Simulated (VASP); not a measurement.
# Sr3Ag (Pm-3m) in VASP: further runs

The runs below take Sr3Ag through single point, with PBE.

Program: VASP 6.6.1. These are calculated values, not measurements. Logs are shortened: lines on timing, memory, paths and dates and some standing lists are left out, and cuts for length are marked.

## (1) The structure

Symmetry: Pm-3m, No. 221, cubic system. Conventional cell: a = 5.491 Å, b = 5.491 Å, c = 5.491 Å, α = 90.00°, β = 90.00°, γ = 90.00°. Sr (site symmetry 4/mmm) is surrounded by 8 Sr at 3.88 Å and 4 Ag at 3.88 Å. Around Ag (site symmetry m-3m) lie 12 Sr at 3.88 Å.

The cell comes from a database or a generator and needn't be the stable form of this composition.

## (2) Single point, PBE

File INCAR:

```
ALGO = Fast ; EDIFF = 1E-6
ENCUT = 520 ; GGA = PE
ISIF = 2 ; ISMEAR = 1
LASPH = True ; LCHARG = True
LELF = True ; LREAL = False
LVHAR = True ; LWAVE = False
NBANDS = 28 ; NELM = 100
PREC = Accurate ; SIGMA = 0.15
```

File KPOINTS:

```
k-points
0
Gamma
  4 4 4
```

File POSCAR:

```
Sr3Ag
1.0
    5.4909000000      0.0000000000      0.0000000000
    0.0000000000      5.4909000000      0.0000000000
    0.0000000000      0.0000000000      5.4909000000
Sr Ag
3 1
Direct
    0.0000000000      0.5000000000      0.5000000000
    0.5000000000      0.0000000000      0.5000000000
    0.5000000000      0.5000000000      0.0000000000
    0.0000000000      0.0000000000      0.0000000000
```

Potentials or basis: VASP PAW PBE potentials, release 64 (Sr_sv, Ag).

The run is started by

```sh
$ cat potpaw_PBE.64/Sr_sv/POTCAR potpaw_PBE.64/Ag/POTCAR > POTCAR
$ mpirun -np 1 vasp_std > vasp.out
```

OUTCAR:

```text
EDIFF = 1E-6
   ENCUT = 520
   GGA = PE
   ISIF = 2
   ISMEAR = 1
   LASPH = True
   LREAL = False
   NELM = 100
   PREC = Accurate

 ion  position               nearest neighbor table
   1  0.000  0.500  0.500-   2 3.88   3 3.88   4 3.88   3 3.88   4 3.88   2 3.88   4 3.88   4 3.88
                             2 3.88   3 3.88   3 3.88   2 3.88
   2  0.500  0.000  0.500-   1 3.88   3 3.88   4 3.88   3 3.88   4 3.88   1 3.88   3 3.88   3 3.88
                             1 3.88   4 3.88   4 3.88   1 3.88
   3  0.500  0.500  0.000-   1 3.88   2 3.88   4 3.88   1 3.88   2 3.88   2 3.88   4 3.88   2 3.88
                             1 3.88   4 3.88   1 3.88   4 3.88
   4  0.000  0.000  0.000-   1 3.88   2 3.88   3 3.88   1 3.88   2 3.88   1 3.88   3 3.88   1 3.88
                             2 3.88   3 3.88   2 3.88   3 3.88

  LATTYP: Found a simple cubic cell.
 ALAT       =     5.4909000000

  Lattice vectors:

 A1 = (   5.4909000000,   0.0000000000,   0.0000000000)
 A2 = (   0.0000000000,   5.4909000000,   0.0000000000)
 A3 = (   0.0000000000,   0.0000000000,   5.4909000000)

Analysis of symmetry for initial positions (statically):
=====================================================================
 Subroutine PRICEL returns:
 Original cell was already a primitive cell.

 Routine SETGRP: Setting up the symmetry group for a
 simple cubic supercell.

 Subroutine GETGRP returns: Found 48 space group operations
 (whereof 48 operations were pure point group operations)
 out of a pool of 48 trial point group operations.

The static configuration has the point symmetry O_h .

Analysis of symmetry for dynamics (positions and initial velocities):
=====================================================================
 Subroutine PRICEL returns:
 Original cell was already a primitive cell.

 Routine SETGRP: Setting up the symmetry group for a
 simple cubic supercell.

 Subroutine GETGRP returns: Found 48 space group operations
 (whereof 48 operations were pure point group operations)
 out of a pool of 48 trial point group operations.

The dynamic configuration has the point symmetry O_h .

 Subroutine INISYM returns: Found 48 space group operations
 (whereof 48 operations are pure point group operations),
 and found     1 'primitive' translations

----------------------------------------------------------------------------------------

                                     Primitive cell

  volume of cell :     165.5505

  direct lattice vectors                    reciprocal lattice vectors
     5.490900000  0.000000000  0.000000000     0.182119507  0.000000000  0.000000000
     0.000000000  5.490900000  0.000000000     0.000000000  0.182119507  0.000000000
     0.000000000  0.000000000  5.490900000     0.000000000  0.000000000  0.182119507

  length of vectors
     5.490900000  5.490900000  5.490900000     0.182119507  0.182119507  0.182119507

  position of ions in fractional coordinates (direct lattice)
     0.000000000  0.500000000  0.500000000
     0.500000000  0.000000000  0.500000000
     0.500000000  0.500000000  0.000000000
     0.000000000  0.000000000  0.000000000

  ion indices of the primitive-cell ions
   primitive index   ion index
                 1           1
                 2           2
                 3           3
                 4           4

----------------------------------------------------------------------------------------

 KPOINTS: k-points

Automatic generation of k-mesh.
 Grid dimensions read from file:
 generate k-points for:    4    4    4

 Generating k-lattice:

  Cartesian coordinates                     Fractional coordinates (reciprocal lattice)
     0.045529877  0.000000000  0.000000000     0.250000000  0.000000000  0.000000000
     0.000000000  0.045529877  0.000000000     0.000000000  0.250000000  0.000000000
     0.000000000  0.000000000  0.045529877     0.000000000  0.000000000  0.250000000

  Length of vectors
     0.045529877  0.045529877  0.045529877

  Shift w.r.t. Gamma in fractional coordinates (k-lattice)
     0.000000000  0.000000000  0.000000000

 Subroutine IBZKPT returns following result:
 ===========================================

 Found     10 irreducible k-points:

 Following reciprocal coordinates:
            Coordinates               Weight
  0.000000  0.000000  0.000000      1.000000
  0.250000  0.000000  0.000000      6.000000
  0.500000  0.000000  0.000000      3.000000
  0.250000  0.250000  0.000000     12.000000
  0.500000  0.250000  0.000000     12.000000
  0.500000  0.500000  0.000000      3.000000
  0.250000  0.250000  0.250000      8.000000
  0.500000  0.250000  0.250000     12.000000
  0.500000  0.500000  0.250000      6.000000
  0.500000  0.500000  0.500000      1.000000
   k-points           NKPTS =     10   k-points in BZ     NKDIM =     10   number of bands    NBANDS=     28
   number of dos      NEDOS =    301   number of ions     NIONS =      4
   total plane-waves  NPLWV =  74088
   dimension x,y,z NGX =    42 NGY =   42 NGZ =   42
   dimension x,y,z NGXF=    84 NGYF=   84 NGZF=   84
   ions per type =               3   1
   NGX,Y,Z   is equivalent  to a cutoff of  12.72, 12.72, 12.72 a.u.
   NGXF,Y,Z  is equivalent  to a cutoff of  25.43, 25.43, 25.43 a.u.
 SYSTEM =  unknown system
   PREC   = accura    normal or accurate (medium, high low for compatibility)
   ISTART =      0    job   : 0-new  1-cont  2-samecut
   ICHARG =      2    charge: 1-file 2-atom 10-const
   ISPIN  =      1    spin polarized calculation?
   LNONCOLLINEAR =      F non collinear calculations
   LSORBIT =      F    spin-orbit coupling
   LASPH  =      T    aspherical Exc in radial PAW
   ENCUT  =  520.0 eV  38.22 Ry    6.18 a.u.  10.21 10.21 10.21*2*pi/ulx,y,z
   NELM   =    100;   NELMIN=  2; NELMDL= -5     # of ELM steps
   EDIFF  = 0.1E-05   stopping-criterion for ELM
   LREAL  =      F    real-space projection
   EDIFFG = 0.1E-04   stopping-criterion for IOM
   NSW    =      0    number of steps for IOM
   IBRION =     -1    ionic relax: 0-MD 1-quasi-New 2-CG
   NFREE  =      0    steps in history (QN), initial steepest desc. (CG)
   ISIF   =      2    stress and relaxation
   ISYM   =      2    0-nonsym 1-usesym 2-fastsym
   POTIM  = 0.5000    time-step for ionic-motion
   TEBEG  =    0.0;   TEEND  =   0.0 temperature during run
   PSTRESS=    0.0 pullay stress
   NELECT =      41.0000    total number of electrons
   NUPDOWN=      -1.0000    fix difference up-down
   EMIN   =  10.00;   EMAX   =-10.00  energy-range for DOS
   EFERMI =   0.00;   METHOD = LEGACY
   ISMEAR =     1;   SIGMA  =   0.15  broadening in eV -4-tet -1-fermi 0-gaus
   EFERMI_NEDOS =   21; number of points for ismear=-14 and -15
   IALGO  =     68    algorithm
   IMIX   =      4    mixing-type and parameters
     AMIX     =   0.40;   BMIX     =  1.00
     AMIX_MAG =   1.60;   BMIX_MAG =  1.00
  volume/ion in A,a.u.               =      41.39       279.30
  Fermi-wavevector in a.u.,A,eV,Ry     =   1.028078  1.942785 14.380591  1.056944
  Thomas-Fermi vector in A             =   2.162056
   LORBIT       =      0    0 simple, 1 ext, 2 COOP (PROOUT), +10 PAW based schemes
   GGA     = PE    functional components
   LHFCALC =     F    Hartree Fock is set to
   AEXX    =    0.0000 exact exchange contribution
   IVDW    =     0    specifies the selected vdW correction
   LEPSILON=     F    determine dielectric tensor
   LRPA    =     F    only Hartree local field effects (RPA)
 non-spin polarized calculation
 RMM-DIIS sequential band-by-band and
 Methfessel and Paxton  Order N= 1 SIGMA  =   0.15
  energy-cutoff  :      520.00
  volume of cell :      165.55
 maximum number of plane-waves:      4492
 NGX is ok and might be reduce to    42

 number of electron      41.0000011 magnetization

 Free energy of the ion-electron system (eV)
  ---------------------------------------------------
  ext. energy  EPLUGINS =         0.00000000
  ---------------------------------------------------
  free energy    TOTEN  =        -7.57920094 eV

  energy without entropy =       -7.58089773  energy(sigma->0) =       -7.57976654

 E-fermi :   2.5229     XC(G=0):  -8.1671

 val. band max:        2.3115596182   @ k =   0.5000   0.2500   0.0000
 cond. band min:       2.5921825656   @ k =   0.5000   0.2500   0.2500
 fundamental gap:      0.2806229474
 Fermi energy:         2.5228710993

 k-point     1 :       0.0000    0.0000    0.0000
  band No.  band energies     occupation
      1     -33.9563      2.00000
      2     -33.9072      2.00000
      3     -33.9072      2.00000
      4     -16.1085      2.00000
      5     -16.1085      2.00000
      6     -16.1085      2.00000
[... 20 lines left out ...]
     27       4.0079     -0.00000
     28       6.3310      0.00000

 k-point     2 :       0.2500    0.0000    0.0000
  band No.  band energies     occupation
      1     -33.9500      2.00000
      2     -33.9135      2.00000
      3     -33.9072      2.00000
      4     -16.0827      2.00000
      5     -16.0827      2.00000
      6     -16.0663      2.00000
[... 20 lines left out ...]
     27       4.4410     -0.00000
     28       5.8575      0.00000

 k-point     3 :       0.5000    0.0000    0.0000
  band No.  band energies     occupation
      1     -33.9399      2.00000
      2     -33.9236      2.00000
      3     -33.9071      2.00000
      4     -16.0481      2.00000
      5     -16.0481      2.00000
      6     -15.9643      2.00000
[... 20 lines left out ...]
     27       4.6776     -0.00000
     28       4.9747     -0.00000

 k-point     4 :       0.2500    0.2500    0.0000
  band No.  band energies     occupation
      1     -33.9445      2.00000
      2     -33.9153      2.00000
      3     -33.9108      2.00000
      4     -16.1002      2.00000
      5     -16.0551      2.00000
      6     -16.0049      2.00000
[... 144 lines left out ...]
     27       4.5472     -0.00000
     28       5.6047      0.00000

 k-point     9 :       0.5000    0.5000    0.2500
  band No.  band energies     occupation
      1     -33.9234      2.00000
      2     -33.9234      2.00000
      3     -33.9234      2.00000
      4     -16.1791      2.00000
      5     -16.0728      2.00000
      6     -16.0303      2.00000
[... 20 lines left out ...]
     27       4.7820     -0.00000
     28       5.2526     -0.00000

 k-point    10 :       0.5000    0.5000    0.5000
  band No.  band energies     occupation
      1     -33.9233      2.00000
      2     -33.9233      2.00000
      3     -33.9233      2.00000
      4     -16.2327      2.00000
      5     -16.0720      2.00000
      6     -16.0720      2.00000
[... 20 lines left out ...]
     27       4.9496     -0.00000
     28       4.9497     -0.00000

------------------------ aborting loop because EDIFF is reached ----------------------------------------

  FORCE on cell =-STRESS in cart. coord.  units (eV):
  Direction    XX          YY          ZZ          XY          YZ          ZX
  --------------------------------------------------------------------------------------
  -------------------------------------------------------------------------------------
  Total       -0.0732267     -0.0732267     -0.0732267      0.0000000      0.0000000     -0.0000000
  in kB       -0.7086783     -0.7086783     -0.7086783      0.0000000      0.0000000     -0.0000000
  external PRESSURE =      -0.7086783 kB  Pullay stress =       0.0000000 kB

 VOLUME and BASIS-vectors are now :
 -----------------------------------------------------------------------------
  energy-cutoff  :      520.00
  volume of cell :      165.55
      direct lattice vectors                 reciprocal lattice vectors
     5.490900000  0.000000000  0.000000000     0.182119507  0.000000000  0.000000000
     0.000000000  5.490900000  0.000000000     0.000000000  0.182119507  0.000000000
     0.000000000  0.000000000  5.490900000     0.000000000  0.000000000  0.182119507

 POSITION                                       TOTAL-FORCE (eV/Angst)
 -----------------------------------------------------------------------------------
      0.00000      2.74545      2.74545         0.000000      0.000000      0.000000
      2.74545      0.00000      2.74545         0.000000      0.000000      0.000000
      2.74545      2.74545      0.00000         0.000000      0.000000      0.000000
      0.00000      0.00000      0.00000         0.000000      0.000000      0.000000
 -----------------------------------------------------------------------------------
    total drift:                                0.000000     -0.000000     -0.000000

  FREE ENERGIE OF THE ION-ELECTRON SYSTEM (eV)
  ---------------------------------------------------
  free  energy   TOTEN  =        -7.5792009418 eV

  energy  without entropy=       -7.5808977259  energy(sigma->0) =       -7.57976654
```

Run time: 59 s. Hardware: 1 thread of Intel Xeon Platinum 8488C (Sapphire Rapids), shared host; peak memory 0.27 GiB.

What came out:

| Item | Value |
| --- | --- |
| Free energy | -7.5792 eV |
| Pressure | -0.1 GPa |
| Band gap on the k mesh | none (metal or under the smearing width) |

Levels at points of the mesh, in eV from the Fermi level:
```
           k point  band 16  band 17  band 18  band 19  band 20  band 21  band 22  band 23  band 24  band 25
(0.00, 0.00, 0.00)    -4.07    -4.07    -4.07    -1.47     0.38     0.38     0.81     0.81     0.81     1.49
(0.50, 0.00, 0.00)    -4.04    -4.04    -2.90    -2.52    -0.27     0.54     0.54     1.03     1.43     1.67
(0.50, 0.50, 0.00)    -4.04    -3.98    -2.24    -1.32    -1.32    -0.83     0.55     1.00     1.29     1.29
(0.50, 0.50, 0.50)    -3.99    -3.99    -2.34    -0.52    -0.52    -0.52     0.29     0.29     0.29     0.55
```

## (3) Single point, PBE

This run uses another cell than the first one, of the same volume but with other edges.

File INCAR:

```
SYSTEM = Sr3Ag
PREC = Accurate
ENCUT = 520
EDIFF = 1E-6
ISMEAR = 1
SIGMA = 0.15
LREAL = .FALSE.
LASPH = .TRUE.
NELM = 100
ALGO = Fast
ISIF = 2
LWAVE = .FALSE.
LCHARG = .TRUE.
GGA = PE
LELF = .TRUE.
LVHAR = .TRUE.
NBANDS = 28
```

File KPOINTS:

```
regular mesh
0
G
  4 4 4
  0 0 0
```

File POSCAR:

```
Sr3Ag
1.0
    5.6871676556      0.0000000000      0.0000000000
    0.0000000000      5.6871676556      0.0000000000
    0.0000000000      0.0000000000      5.1184508901
Sr Ag
3 1
Direct
    0.0000000000      0.5000000000      0.5000000000
    0.5000000000      0.0000000000      0.5000000000
    0.5000000000      0.5000000000      0.0000000000
    0.0000000000      0.0000000000      0.0000000000
```

Potentials or basis: VASP PAW PBE potentials, release 64 (Sr_sv, Ag).

The run is started by

```sh
$ cat potpaw_PBE.64/Sr_sv/POTCAR potpaw_PBE.64/Ag/POTCAR > POTCAR
$ mpirun -np 1 vasp_std > vasp.out
```

It took 96 s on 1 thread of Intel Xeon Platinum 8488C (Sapphire Rapids), shared host; peak memory 0.28 GiB.

Results (log left out):

| Item | Value |
| --- | --- |
| Free energy | -7.5420 eV |
| Pressure | -0.1 GPa |
| Band gap on the k mesh | none (metal or under the smearing width) |

Stress tensor (GPa, compression positive):
```
-0.39  0.00  0.00
 0.00 -0.39  0.00
 0.00  0.00  0.52
```

Levels at points of the mesh, in eV from the Fermi level:
| k point | band 19 | band 20 | band 21 | band 22 | band 23 | band 24 |
| --- | --- | --- | --- | --- | --- | --- |
| (0.00, 0.00, 0.00) | -1.45 | 0.17 | 0.58 | 0.72 | 0.93 | 0.93 |
| (0.50, 0.00, 0.00) | -2.59 | -0.31 | 0.32 | 1.01 | 1.10 | 1.37 |
| (0.50, 0.50, 0.00) | -1.44 | -1.44 | -0.98 | 0.99 | 1.35 | 1.35 |
| (0.00, 0.00, 0.50) | -2.29 | -0.11 | 0.43 | 0.43 | 1.12 | 1.39 |
| (0.50, 0.00, 0.50) | -1.22 | -1.21 | -0.70 | 0.42 | 0.86 | 1.18 |
| (0.50, 0.50, 0.50) | -0.53 | -0.53 | -0.44 | 0.31 | 0.34 | 0.34 |
